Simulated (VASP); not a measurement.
# A VASP study of ZnO (zincite) (PBE): structure first, properties next, part 4 of 7

How well does PBE reproduce what experiment finds for ZnO (zincite)? The cell is relaxed first, and properties follow on it. The start is a cell from a database of measured crystal structures.

VASP 6.6.1, plane waves and PAW; the level of theory is named at each step.

So far, gap on the k-mesh (eV): 0.717 in steps 2, 3, 4 and 6. The relaxed cell has a = 3.289, c = 5.302 Å (conventional setting).

## 7. Zone-centre phonons (PBE)

Level of this step: PBE; plane waves and PAW (Zn, O) (VASP).

Zone-centre modes test whether the atoms sit at a minimum within this cell. IBRION = 8 takes the force constants from linear response, which needs tightly converged orbitals.

INCAR

```
SYSTEM = ZnO
PREC = Accurate
ENCUT = 520
EDIFF = 1E-08
NELM = 100
ISMEAR = 0
SIGMA = 0.05
LREAL = .FALSE.
ALGO = Normal
GGA = PE
NBANDS = 24
LORBIT = 11
LWAVE = .FALSE.
LCHARG = .FALSE.
KPAR = 4
IBRION = 8
LEPSILON = .TRUE.
ISIF = 2
```

POSCAR

```
ZnO
1.0
    3.2885064752      0.0000000000      0.0000000000
   -1.6442532376      2.8479301480      0.0000000000
    0.0000000000      0.0000000000      5.3018776255
Zn O
2 2
Direct
    0.3333333333      0.6666666667      0.4996979181
    0.6666666667      0.3333333333      0.9996979181
    0.6666666667      0.3333333333      0.3793120819
    0.3333333333      0.6666666667      0.8793120819
```

KPOINTS

```
Automatic mesh
0
Gamma
8 8 4
0 0 0
```

The projector-augmented-wave data sets are Zn and O (PBE family, release 64).

Command:

```sh
$ mpirun -np 4 vasp_std
```

The log of the run:

```text
[... set-up lines as in an earlier step ...]
 entering main loop
       N       E                     dE             d eps       ncg     rms          rms(c)
[... 14 cycles as in an earlier step ...]
DAV:  15    -0.178579003912E+02    0.17410E-06   -0.26038E-06  1496   0.139E-02    0.978E-04
DAV:  16    -0.178579003033E+02    0.87897E-07   -0.44547E-08  1800   0.260E-03    0.663E-04
DAV:  17    -0.178579002255E+02    0.77815E-07   -0.40867E-08  1352   0.171E-03    0.276E-04
DAV:  18    -0.178579002172E+02    0.82937E-08   -0.28321E-09   824   0.105E-03
   1 F= -.17857900E+02 E0= -.17857900E+02  d E =-.409437E-18
 Linear response reoptimize wavefunctions to high precision
DAV:   1    -0.178579002265E+02   -0.93560E-08   -0.36192E-09  1120   0.474E-04
DAV:   2    -0.178579002265E+02   -0.18190E-11   -0.22052E-10   800   0.118E-04
 Linear response G [H, r] |phi>, progress :
  Direction:   1
       N       E                     dE             d eps       ncg     rms
RMM:   1    -0.881797671594E+02   -0.88180E+02    0.35148E+02  2919   0.107E+02
RMM:   2    -0.931432901742E+02   -0.49635E+01   -0.10974E+01  2117   0.365E+01
RMM:   3    -0.936484453183E+02   -0.50516E+00   -0.90737E-01  2526   0.708E+00
RMM:   4    -0.936501538446E+02   -0.17085E-02   -0.31186E-03  2458   0.998E-01
RMM:   5    -0.936516422627E+02   -0.14884E-02    0.19941E-04  2616   0.219E-01
RMM:   6    -0.936517591393E+02   -0.11688E-03    0.85485E-05  2617   0.420E-02
RMM:   7    -0.936517704162E+02   -0.11277E-04    0.29956E-05  2638   0.116E-02
RMM:   8    -0.936517719048E+02   -0.14886E-05    0.31369E-05  2534   0.436E-03
RMM:   9    -0.936517710956E+02    0.80925E-06    0.66201E-04  2017   0.273E-03
RMM:  10    -0.936517720945E+02   -0.99888E-06    0.84191E-04  1768   0.225E-03
RMM:  11    -0.936517719868E+02    0.10771E-06    0.79524E-04  1614   0.213E-03
RMM:  12    -0.936517716503E+02    0.33646E-06    0.87622E-04  1491   0.210E-03
RMM:  13    -0.936517726758E+02   -0.10255E-05    0.79892E-04  1438   0.209E-03
 Linear response G [H, r] |phi>, progress :
  Direction:   2
       N       E                     dE             d eps       ncg     rms
RMM:   1    -0.931914224431E+02   -0.93191E+02    0.26917E+02  2905   0.104E+02
RMM:   2    -0.989909309996E+02   -0.57995E+01   -0.10940E+01  2152   0.351E+01
RMM:   3    -0.994239713471E+02   -0.43304E+00   -0.81898E-01  2546   0.652E+00
RMM:   4    -0.994257510328E+02   -0.17797E-02   -0.11792E-02  2483   0.925E-01
RMM:   5    -0.994262721576E+02   -0.52112E-03   -0.29634E-04  2624   0.193E-01
RMM:   6    -0.994263270006E+02   -0.54843E-04    0.52777E-06  2632   0.385E-02
RMM:   7    -0.994263358320E+02   -0.88315E-05   -0.27445E-05  2669   0.110E-02
RMM:   8    -0.994263361095E+02   -0.27747E-06   -0.33172E-05  2512   0.440E-03
RMM:   9    -0.994263358209E+02    0.28857E-06   -0.28418E-04  1955   0.292E-03
RMM:  10    -0.994263369891E+02   -0.11681E-05   -0.30778E-04  1757   0.244E-03
RMM:  11    -0.994263365100E+02    0.47904E-06   -0.26163E-04  1602   0.242E-03
RMM:  12    -0.994263363924E+02    0.11762E-06   -0.27936E-04  1476   0.234E-03
RMM:  13    -0.994263368567E+02   -0.46429E-06   -0.36023E-04  1453   0.234E-03
 Linear response G [H, r] |phi>, progress :
  Direction:   3
       N       E                     dE             d eps       ncg     rms
 LRF_COMMUTATOR internal error: the vector H(1)-e(1) S(1) |phi(0)> is not orthog
 onal to |phi(0)> (1.084804808576508E-004,2.386112141206098E-014)
 LRF_COMMUTATOR internal error: the vector H(1)-e(1) S(1) |phi(0)> is not orthog
 onal to |phi(0)> (1.151845275693952E-004,6.246739236992482E-015)
 LRF_COMMUTATOR internal error: the vector H(1)-e(1) S(1) |phi(0)> is not orthog
 onal to |phi(0)> (-1.035830948893715E-004,2.615095640035037E-014)
RMM:   1    -0.927850888154E+02   -0.92785E+02    0.29024E+02  2782   0.104E+02
 LRF_COMMUTATOR internal error: the vector H(1)-e(1) S(1) |phi(0)> is not orthog
 onal to |phi(0)> (1.151845275693952E-004,6.246739236992482E-015)
 LRF_COMMUTATOR internal error: the vector H(1)-e(1) S(1) |phi(0)> is not orthog
 onal to |phi(0)> (1.084804808576508E-004,2.386112141206098E-014)
 LRF_COMMUTATOR internal error: the vector H(1)-e(1) S(1) |phi(0)> is not orthog
 onal to |phi(0)> (-1.035830948893715E-004,2.615095640035037E-014)
RMM:   2    -0.961375822480E+02   -0.33525E+01   -0.10453E+01  2082   0.357E+01
 LRF_COMMUTATOR internal error: the vector H(1)-e(1) S(1) |phi(0)> is not orthog
 onal to |phi(0)> (1.151845275693952E-004,6.246739236992482E-015)
 LRF_COMMUTATOR internal error: the vector H(1)-e(1) S(1) |phi(0)> is not orthog
 onal to |phi(0)> (1.084804808576508E-004,2.386112141206098E-014)
 LRF_COMMUTATOR internal error: the vector H(1)-e(1) S(1) |phi(0)> is not orthog
 onal to |phi(0)> (-1.035830948893715E-004,2.615095640035037E-014)
RMM:   3    -0.966797414453E+02   -0.54216E+00   -0.94493E-01  2460   0.684E+00
RMM:   4    -0.966806335699E+02   -0.89212E-03   -0.14347E-02  2446   0.914E-01
RMM:   5    -0.966807942861E+02   -0.16072E-03   -0.92765E-04  2574   0.191E-01
RMM:   6    -0.966807917531E+02    0.25331E-05   -0.78705E-05  2541   0.348E-02
RMM:   7    -0.966807898244E+02    0.19286E-05   -0.16137E-05  2553   0.825E-03
RMM:   8    -0.966807888758E+02    0.94863E-06   -0.30101E-06  2285   0.194E-03
RMM:   9    -0.966807886728E+02    0.20303E-06   -0.70050E-07  1818   0.591E-04
RMM:  10    -0.966807885994E+02    0.73370E-07    0.10619E-07  1612   0.242E-04
RMM:  11    -0.966807885775E+02    0.21911E-07    0.42918E-07  1402   0.162E-04
RMM:  12    -0.966807885856E+02   -0.80768E-08    0.75495E-07  1269   0.146E-04
RMM:  13    -0.966807885773E+02    0.82589E-08    0.82497E-07  1221   0.142E-04
RMM:  14    -0.966807885858E+02   -0.84421E-08   -0.13045E-06  1185   0.143E-04
RMM:  15    -0.966807885786E+02    0.71668E-08   -0.14837E-06  1109   0.142E-04
 Linear response to external field (no local field effect), progress :
  Direction:   1
       N       E                     dE             d eps       ncg     rms          rms(c)
RMM:   1    -0.579927382272E+00   -0.57993E+00   -0.31523E+00  1950   0.453E+00
RMM:   2    -0.791896326831E+00   -0.21197E+00   -0.15252E-03  2334   0.111E+00
RMM:   3    -0.796025387743E+00   -0.41291E-02   -0.93873E-04  2459   0.179E-01
RMM:   4    -0.796193895306E+00   -0.16851E-03   -0.10027E-04  2535   0.289E-02
RMM:   5    -0.796197963610E+00   -0.40683E-05   -0.11030E-05  2539   0.546E-03
RMM:   6    -0.796198753283E+00   -0.78967E-06    0.21315E-07  2343   0.135E-03
RMM:   7    -0.796198995090E+00   -0.24181E-06   -0.52600E-07  1438   0.377E-04
RMM:   8    -0.796198944316E+00    0.50775E-07    0.25510E-07  1225   0.138E-04
[...]
RMM:   8    -0.889884843741E+00   -0.23835E-03   -0.12497E-06  6489   0.734E-03    0.585E-04
RMM:   9    -0.889889529173E+00   -0.46854E-05    0.12686E-07  6472   0.885E-04    0.222E-04
RMM:  10    -0.889893512181E+00   -0.39830E-05    0.26927E-07  6549   0.584E-04    0.403E-05
RMM:  11    -0.889894708288E+00   -0.11961E-05    0.13516E-07  4753   0.917E-05    0.155E-05
RMM:  12    -0.889894068492E+00    0.63980E-06    0.19955E-08  3442   0.556E-05    0.314E-06
 change of polarisation eV/A/(eV/A) component  2 :    -0.165     1.705    -0.000
 dielectric tensor                  component  2 :    -0.603     7.213    -0.000
 Linear response to external field, progress :
  Direction:   3
       N       E                     dE             d eps       ncg     rms          rms(c)
RMM:   1    -0.668031319264E+00   -0.66803E+00   -0.37177E+00  1928   0.448E+00
RMM:   2    -0.818739983144E+00   -0.15071E+00   -0.16123E-02  2312   0.108E+00    0.124E+00
RMM:   3    -0.817472831325E+00    0.12672E-02   -0.48667E-03  2370   0.482E-01    0.703E-01
RMM:   4    -0.840086030319E+00   -0.22613E-01   -0.54381E-03  2379   0.583E-01    0.521E-02
RMM:   5    -0.842456213841E+00   -0.23702E-02   -0.16597E-04  2229   0.104E-01    0.281E-02
RMM:   6    -0.844291396167E+00   -0.18352E-02   -0.56580E-05  2420   0.562E-02    0.918E-03
RMM:   7    -0.844490155204E+00   -0.19876E-03   -0.20148E-06  2421   0.934E-03    0.308E-03
RMM:   8    -0.844665447006E+00   -0.17529E-03   -0.37429E-07  2446   0.525E-03    0.446E-04
RMM:   9    -0.844672032470E+00   -0.65855E-05    0.43112E-08  2522   0.948E-04    0.197E-04
RMM:  10    -0.844674394449E+00   -0.23620E-05    0.82817E-09  2276   0.406E-04    0.308E-05
RMM:  11    -0.844674531900E+00   -0.13745E-06    0.88237E-10  1656   0.831E-05    0.104E-05
RMM:  12    -0.844674249578E+00    0.28232E-06   -0.25270E-10  1108   0.436E-05    0.197E-06
 change of polarisation eV/A/(eV/A) component  3 :    -0.087    -0.067     1.616
 dielectric tensor                  component  3 :    -0.316    -0.245     6.889
 Linear response DOF=           4
 Linear response progress:
  Degree of freedom:   1/  4
       N       E                     dE             d eps       ncg     rms          rms(c)
RMM:   1    -0.210020442104E+00   -0.21002E+00    0.12373E-02 10971   0.242E+00
RMM:   2    -0.208719399729E+00    0.13010E-02   -0.39845E-03  9463   0.558E-01    0.180E-01
RMM:   3    -0.208323523737E+00    0.39588E-03   -0.14624E-04 11171   0.894E-02    0.107E-01
RMM:   4    -0.207717160687E+00    0.60636E-03   -0.24721E-05 11088   0.438E-02    0.524E-03
RMM:   5    -0.207666526014E+00    0.50635E-04   -0.12069E-06 11454   0.539E-03    0.153E-03
RMM:   6    -0.207650372872E+00    0.16153E-04   -0.46261E-07 11382   0.225E-03    0.458E-04
RMM:   7    -0.207645864379E+00    0.45085E-05    0.25131E-08 11401   0.890E-04    0.948E-05
RMM:   8    -0.207646028799E+00   -0.16442E-06    0.23185E-08 11141   0.989E-05    0.419E-05
RMM:   9    -0.207646178778E+00   -0.14998E-06   -0.16355E-09 11366   0.726E-05    0.477E-06
RMM:  10    -0.207646140118E+00    0.38660E-07    0.68520E-09 12152   0.113E-05    0.236E-06
RMM:  11    -0.207646130946E+00    0.91729E-08   -0.10458E-09 12762   0.639E-06    0.981E-07
 first order change of Fermi-energy   0.45720E-03
 force on displaced ion       1 direction 1 :  -6.921   0.001   0.000
 Born effective charge ion    1 direction 1 :   2.167  -0.000  -0.000
 Linear response progress:
  Degree of freedom:   2/  4
       N       E                     dE             d eps       ncg     rms          rms(c)
RMM:   1    -0.219609800667E+00   -0.21961E+00    0.16256E-02  2940   0.246E+00
RMM:   2    -0.217017711301E+00    0.25921E-02   -0.40512E-03  2511   0.591E-01    0.175E-01
RMM:   3    -0.216440041085E+00    0.57767E-03   -0.12615E-04  2802   0.114E-01    0.108E-01
RMM:   4    -0.215938713746E+00    0.50133E-03   -0.23841E-04  2870   0.779E-02    0.420E-02
RMM:   5    -0.215676069490E+00    0.26264E-03   -0.13897E-04  2707   0.335E-02    0.576E-03
RMM:   6    -0.215652102626E+00    0.23967E-04    0.28481E-06  3015   0.813E-03    0.314E-03
RMM:   7    -0.215649801661E+00    0.23010E-05   -0.13171E-05  2578   0.527E-03    0.681E-04
RMM:   8    -0.215648943583E+00    0.85808E-06   -0.49118E-06  3028   0.187E-03    0.295E-04
RMM:   9    -0.215649776362E+00   -0.83278E-06   -0.22358E-06  2983   0.455E-04    0.866E-05
RMM:  10    -0.215650042816E+00   -0.26645E-06    0.50566E-08  2808   0.176E-04    0.282E-05
RMM:  11    -0.215650136353E+00   -0.93537E-07   -0.72429E-08  3040   0.719E-05    0.823E-06
RMM:  12    -0.215650117595E+00    0.18759E-07    0.96519E-08  2801   0.208E-05    0.380E-06
RMM:  13    -0.215650125506E+00   -0.79117E-08    0.61741E-09  2961   0.880E-06    0.740E-07
 first order change of Fermi-energy   0.29555E+00
 force on displaced ion       1 direction 3 :  -0.000   0.000 -10.528
 Born effective charge ion    1 direction 3 :   0.000   0.000   2.213
 Linear response progress:
  Degree of freedom:   3/  4
       N       E                     dE             d eps       ncg     rms          rms(c)
RMM:   1    -0.364958716158E+00   -0.36496E+00    0.58341E-01 13956   0.410E+00
RMM:   2    -0.358165232909E+00    0.67935E-02   -0.94297E-03  9180   0.974E-01    0.195E-01
RMM:   3    -0.359466018020E+00   -0.13008E-02   -0.80478E-04 10435   0.213E-01    0.110E-01
RMM:   4    -0.360972357743E+00   -0.15063E-02   -0.28980E-04  9252   0.108E-01    0.167E-02
RMM:   5    -0.360964861024E+00    0.74967E-05   -0.13198E-05 11183   0.264E-02    0.350E-03
RMM:   6    -0.360895854256E+00    0.69007E-04   -0.71328E-07  9723   0.545E-03    0.995E-04
RMM:   7    -0.360891897441E+00    0.39568E-05   -0.15723E-07 11236   0.175E-03    0.306E-04
RMM:   8    -0.360891010589E+00    0.88685E-06   -0.12729E-08 11198   0.487E-04    0.804E-05
RMM:   9    -0.360890573965E+00    0.43662E-06    0.25204E-09 11244   0.894E-05    0.248E-05
RMM:  10    -0.360890653144E+00   -0.79179E-07   -0.91953E-10 11251   0.421E-05    0.762E-06
RMM:  11    -0.360890775414E+00   -0.12227E-06    0.12527E-09 11012   0.202E-05    0.329E-06
RMM:  12    -0.360890761526E+00    0.13888E-07    0.50024E-09 10323   0.635E-06    0.892E-07
RMM:  13    -0.360890752641E+00    0.88848E-08    0.19523E-09  9761   0.400E-06    0.310E-07
 first order change of Fermi-energy   0.49177E-02
 force on displaced ion       3 direction 1 :  -7.477  -0.000   0.001
 Born effective charge ion    3 direction 1 :  -2.189   0.000   0.000
 Linear response progress:
  Degree of freedom:   4/  4
       N       E                     dE             d eps       ncg     rms          rms(c)
RMM:   1    -0.383534165976E+00   -0.38353E+00    0.57602E-01  3663   0.404E+00
RMM:   2    -0.375491049025E+00    0.80431E-02   -0.99121E-03  2380   0.101E+00    0.265E-01
RMM:   3    -0.376614263649E+00   -0.11232E-02   -0.11283E-03  2490   0.248E-01    0.134E-01
RMM:   4    -0.377827473234E+00   -0.12132E-02   -0.39705E-04  2441   0.121E-01    0.314E-02
RMM:   5    -0.377956643327E+00   -0.12917E-03   -0.15005E-05  2801   0.312E-02    0.103E-02
RMM:   6    -0.377865735236E+00    0.90908E-04   -0.45771E-06  2643   0.146E-02    0.127E-03
RMM:   7    -0.377877972105E+00   -0.12237E-04    0.14171E-08  2765   0.349E-03    0.653E-04
RMM:   8    -0.377880797960E+00   -0.28259E-05   -0.26875E-07  2706   0.136E-03    0.292E-04
RMM:   9    -0.377874948591E+00    0.58494E-05    0.99280E-08  2590   0.601E-04    0.479E-05
RMM:  10    -0.377875226864E+00   -0.27827E-06    0.28426E-08  2959   0.163E-04    0.313E-05
RMM:  11    -0.377875412090E+00   -0.18523E-06    0.49771E-09  2832   0.454E-05    0.778E-06
RMM:  12    -0.377875452223E+00   -0.40134E-07   -0.16857E-10  2921   0.131E-05    0.333E-06
RMM:  13    -0.377875489886E+00   -0.37663E-07   -0.28291E-09  2702   0.791E-06    0.809E-07
RMM:  14    -0.377875480735E+00    0.91509E-08   -0.85789E-10  2121   0.315E-06    0.274E-07
 first order change of Fermi-energy  -0.29606E+00
 force on displaced ion       3 direction 3 :   0.000  -0.000 -10.452
 Born effective charge ion    3 direction 3 :   0.000   0.000  -2.237
 Born effective charges drift removed
 Linear response finished
```

Wall time 7.7 min (4 MPI ranks of AMD EPYC 7R43, shared host); peak memory 1.7 GiB; 30 min of CPU time.

(Continued in part 5 of 7.)

[Lines on the potential files, build, host, timing and source positions are cut from VASP's logs without a mark.]

[Logs are printed without paths, hosts, clocks, repeated set-up lines and the standing remarks that a program may print on its own settings, such as how far it seeks lower states.]

[Hosts, paths, dates, database ids (printed as entryN), source tags and the programs' standing remarks are cut or masked in the printed files.]

[A measured line is paired with the nearest computed mode of its activity, which favours agreement.]
